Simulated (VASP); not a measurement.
OSZICAR of a VASP run on Al31As33:

**OSZICAR**
```
       N       E                     dE             d eps       ncg     rms          rms(c)
DAV:   1     0.134631599038E+04    0.13463E+04   -0.92640E+04   324   0.111E+03
DAV:   2    -0.140130083454E+03   -0.14864E+04   -0.14148E+04   438   0.198E+02
DAV:   3    -0.298238140997E+03   -0.15811E+03   -0.15605E+03   384   0.662E+01
DAV:   4    -0.302898343343E+03   -0.46602E+01   -0.46462E+01   376   0.127E+01
DAV:   5    -0.302998697007E+03   -0.10035E+00   -0.10017E+00   424   0.203E+00    0.184E+01
RMM:   6    -0.296295359671E+03    0.67033E+01   -0.11180E+01   324   0.449E+00    0.108E+01
RMM:   7    -0.295470653431E+03    0.82471E+00   -0.13719E+01   324   0.499E+00    0.346E+00
RMM:   8    -0.295438723775E+03    0.31930E-01   -0.23528E+00   324   0.257E+00    0.125E+00
RMM:   9    -0.295365004346E+03    0.73719E-01   -0.32100E-01   324   0.953E-01    0.292E-01
RMM:  10    -0.295377040356E+03   -0.12036E-01   -0.79164E-02   330   0.447E-01    0.346E-01
RMM:  11    -0.295370931479E+03    0.61089E-02   -0.30376E-02   324   0.288E-01    0.103E-01
RMM:  12    -0.295370915527E+03    0.15951E-04   -0.18752E-03   324   0.104E-01    0.215E-02
RMM:  13    -0.295370968530E+03   -0.53002E-04   -0.49292E-04   345   0.455E-02    0.138E-02
RMM:  14    -0.295370976332E+03   -0.78026E-05   -0.70738E-05   286   0.184E-02
   1 F= -.29537098E+03 E0= -.29537098E+03  d E =-.295371E+03
       N       E                     dE             d eps       ncg     rms          rms(c)
DAV:   1    -0.295609366538E+03   -0.23840E+00   -0.10042E+01   360   0.497E+00    0.105E+00
RMM:   2    -0.295671870032E+03   -0.62503E-01   -0.72952E-01   324   0.119E+00    0.413E-01
RMM:   3    -0.295682174593E+03   -0.10305E-01   -0.11177E-01   330   0.493E-01    0.336E-01
RMM:   4    -0.295682498398E+03   -0.32381E-03   -0.13558E-02   327   0.193E-01    0.171E-01
RMM:   5    -0.295682605848E+03   -0.10745E-03   -0.35451E-03   325   0.101E-01    0.282E-02
RMM:   6    -0.295682657617E+03   -0.51769E-04   -0.93449E-04   343   0.478E-02    0.175E-02
RMM:   7    -0.295682675717E+03   -0.18100E-04   -0.17500E-04   295   0.213E-02    0.102E-02
RMM:   8    -0.295682676961E+03   -0.12433E-05   -0.29570E-05   214   0.970E-03
   2 F= -.29568268E+03 E0= -.29568268E+03  d E =-.311701E+00
       N       E                     dE             d eps       ncg     rms          rms(c)
DAV:   1    -0.295709501373E+03   -0.26826E-01   -0.90379E+00   344   0.474E+00    0.956E-01
RMM:   2    -0.295763858821E+03   -0.54357E-01   -0.62843E-01   324   0.112E+00    0.368E-01
RMM:   3    -0.295772816605E+03   -0.89578E-02   -0.93072E-02   328   0.463E-01    0.287E-01
RMM:   4    -0.295773169133E+03   -0.35253E-03   -0.13095E-02   328   0.185E-01    0.138E-01
RMM:   5    -0.295773252545E+03   -0.83412E-04   -0.23760E-03   331   0.856E-02    0.329E-02
RMM:   6    -0.295773311030E+03   -0.58485E-04   -0.55438E-04   337   0.393E-02    0.128E-02
RMM:   7    -0.295773318451E+03   -0.74211E-05   -0.11077E-04   284   0.178E-02    0.597E-03
RMM:   8    -0.295773320635E+03   -0.21837E-05   -0.21026E-05   209   0.828E-03
   3 F= -.29577332E+03 E0= -.29577332E+03  d E =-.402344E+00
       N       E                     dE             d eps       ncg     rms          rms(c)
DAV:   1    -0.295805499440E+03   -0.32181E-01   -0.10821E+00   344   0.187E+00    0.317E-01
RMM:   2    -0.295811939011E+03   -0.64396E-02   -0.82506E-02   325   0.463E-01    0.136E-01
RMM:   3    -0.295813079231E+03   -0.11402E-02   -0.12834E-02   334   0.199E-01    0.102E-01
RMM:   4    -0.295813119680E+03   -0.40449E-04   -0.19049E-03   326   0.837E-02    0.481E-02
RMM:   5    -0.295813161999E+03   -0.42319E-04   -0.46949E-04   329   0.433E-02    0.173E-02
RMM:   6    -0.295813169400E+03   -0.74009E-05   -0.14342E-04   311   0.222E-02    0.114E-02
RMM:   7    -0.295813172191E+03   -0.27910E-05   -0.29169E-05   217   0.112E-02
   4 F= -.29581317E+03 E0= -.29581317E+03  d E =-.398516E-01
       N       E                     dE             d eps       ncg     rms          rms(c)
DAV:   1    -0.295817987943E+03   -0.48185E-02   -0.45569E-01   344   0.121E+00    0.204E-01
RMM:   2    -0.295820593751E+03   -0.26058E-02   -0.33473E-02   324   0.299E-01    0.869E-02
RMM:   3    -0.295821095070E+03   -0.50132E-03   -0.55501E-03   335   0.129E-01    0.665E-02
RMM:   4    -0.295821101526E+03   -0.64565E-05   -0.68512E-04   325   0.529E-02    0.292E-02
RMM:   5    -0.295821117741E+03   -0.16215E-04   -0.19791E-04   323   0.288E-02    0.102E-02
RMM:   6    -0.295821121652E+03   -0.39105E-05   -0.73939E-05   270   0.153E-02
   5 F= -.29582112E+03 E0= -.29582112E+03  d E =-.478010E-01
       N       E                     dE             d eps       ncg     rms          rms(c)
DAV:   1    -0.295826646070E+03   -0.55283E-02   -0.30868E-01   352   0.105E+00    0.183E-01
RMM:   2    -0.295828258581E+03   -0.16125E-02   -0.20515E-02   324   0.260E-01    0.685E-02
RMM:   3    -0.295828496752E+03   -0.23817E-03   -0.32484E-03   327   0.111E-01    0.475E-02
RMM:   4    -0.295828504114E+03   -0.73624E-05   -0.55783E-04   324   0.477E-02    0.204E-02
RMM:   5    -0.295828517647E+03   -0.13533E-04   -0.14808E-04   341   0.241E-02    0.111E-02
RMM:   6    -0.295828519200E+03   -0.15526E-05   -0.26927E-05   210   0.113E-02
   6 F= -.29582852E+03 E0= -.29582852E+03  d E =-.739755E-02
       N       E                     dE             d eps       ncg     rms          rms(c)
DAV:   1    -0.295828889290E+03   -0.37164E-03   -0.38275E-02   368   0.371E-01    0.656E-02
RMM:   2    -0.295829089001E+03   -0.19971E-03   -0.25732E-03   324   0.919E-02    0.244E-02
RMM:   3    -0.295829120120E+03   -0.31119E-04   -0.41941E-04   327   0.396E-02    0.168E-02
RMM:   4    -0.295829121705E+03   -0.15846E-05   -0.71737E-05   298   0.171E-02
   7 F= -.29582912E+03 E0= -.29582912E+03  d E =-.800005E-02
       N       E                     dE             d eps       ncg     rms          rms(c)
DAV:   1    -0.295830183259E+03   -0.10631E-02   -0.48203E-02   344   0.427E-01    0.753E-02
RMM:   2    -0.295830427604E+03   -0.24435E-03   -0.33323E-03   324   0.105E-01    0.290E-02
RMM:   3    -0.295830475105E+03   -0.47501E-04   -0.60749E-04   333   0.463E-02    0.211E-02
RMM:   4    -0.295830477069E+03   -0.19638E-05   -0.87632E-05   314   0.197E-02
   8 F= -.29583048E+03 E0= -.29583048E+03  d E =-.135536E-02
```

Problem. Which electronic solver shows in the log?

Solution. It is blocked Davidson (ALGO = Normal, or the opening steps of other solvers) and then RMM-DIIS (ALGO = Fast or VeryFast). The INCAR had ALGO = Fast.

Problem. Can the final energy be trusted as converged?

Solution. Self-consistency was reached. It stopped with EDIFF = 1E-5, NELM = 100, NSW = 60 and EDIFFG = -0.03 after 8 ionic steps (PBE GGA, plane waves, VASP's PBE PAW potentials (set 64)). The supercell is sampled at Γ alone, which is coarse: total energies, pressure and levels can be off, energies of defects by several tenths of an eV.

The cell is a supercell with a defect, built from AlAs (zinc blende): As_Al. The run is not spin-polarised, so no state with unpaired spins was tried.
